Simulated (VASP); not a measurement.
Data:

```yaml
crystal:
  lattice:
    - [3.85995, 0.00000, 0.00000]
    - [0.00000, 3.85995, 0.00000]
    - [0.00000, 0.00000, 3.85995]
  atoms:
    - { symbol: Sr, position: [0.00000, 0.00000, 0.00000] }
    - { symbol: V, position: [0.50000, 0.50000, 0.50000] }
    - { symbol: O, position: [0.50000, 0.00000, 0.50000] }
    - { symbol: O, position: [0.00000, 0.50000, 0.50000] }
    - { symbol: O, position: [0.50000, 0.50000, 0.00000] }
```

Computed with RPBE GGA, VASP's PBE PAW potentials (set 64) (plane waves; VASP). Settings: 520 eV cut-off, 8×8×8 Γ-centred mesh, first-order Methfessel-Paxton smearing of 0.10 eV, potentials Sr_sv V_sv O.

Task: Predict the energy per atom (σ→0), pressure, band gap (on the k-mesh) with the smallest direct gap where there is one.

Result: 
| Property | Result |
|---|---|
| band gap (on the k-mesh) | none (metal, semimetal or under 0.01 eV) |
| energy per atom (σ→0) | -7.427 eV/atom |
| pressure | 5.40 GPa |

Total energies compare only between runs with the same potentials, cut-off and functional.

The compound is SrVO3 in the cubic perovskite structure. This cell is one point of a volume scan, at 0.97 of the reference volume. The run is not spin-polarised, so no magnetic state was tried. The electron count is odd and the run is not spin-polarised, which forces a metal.
